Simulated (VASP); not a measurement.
TaAs:

```
Ta As
1.0
    -1.72181    1.72181    5.86794
     1.72181   -1.72181    5.86794
     1.72181    1.72181   -5.86794
Ta As
2 2
Cartesian
  1.7218 0.0000 5.8676
  0.0000 0.0000 8.8015
  1.7218 0.0000 0.9698
  0.0000 0.0000 3.9037
```

The cell is a database's computed one.

| Property | Result |
| --- | --- |
| Program | VASP 6.6.1 |
| Task | relaxation of cell and atoms |
| Functional | PBEsol |
| Potentials or basis | VASP PAW PBE potentials, release 64 (Ta_pv, As) |
| Cutoff | 520 eV |
| k mesh | 18 × 18 × 18 |
| Occupations | gaussian, width 0.1 eV |
| Spin | no spin polarisation |

At the start: pressure -3.3 GPa; volume 17.40 Å³/atom.

**Question.** Where does the relaxation end?

**Answer.** Over 10 steps the energy falls by 3.6 meV/atom and the volume is 17.08 Å³/atom (-1.8 %); space group I4_1md (No. 109, to 0.05 Å).

The path:
```
step  energy change (eV)  largest force (eV/Å)  pressure (GPa)  volume (Å³)
   1              0.0000                0.0224           -3.25        69.59
   2              0.0342                0.0586            7.01        66.09
   3             -0.0130                0.0333            0.03        68.36
   4             -0.0130                0.0335            0.10        68.33
   5             -0.0141                0.0347            0.07        68.31
   6             -0.0143                0.0353            0.05        68.30
   7             -0.0144                0.0096           -0.10        68.35
   8             -0.0144                0.0026           -0.06        68.33
   9             -0.0144                0.0042            0.10        68.28
  10             -0.0144                0.0002            0.01        68.31
```

Final structure:
```yaml
crystal:
  lattice:
    - [-1.71640, 1.71640, 5.79697]
    - [1.71640, -1.71640, 5.79697]
    - [1.71640, 1.71640, -5.79697]
  atoms:
    - { symbol: Ta, position: [0.50031, 0.00031, 0.50000] }
    - { symbol: Ta, position: [0.75031, 0.75031, 0.00000] }
    - { symbol: As, position: [0.08229, 0.58229, 0.50000] }
    - { symbol: As, position: [0.33229, 0.33229, 0.00000] }
```

Caveat: the PAW data sets were made with another functional, which shifts forces and pressure a little.
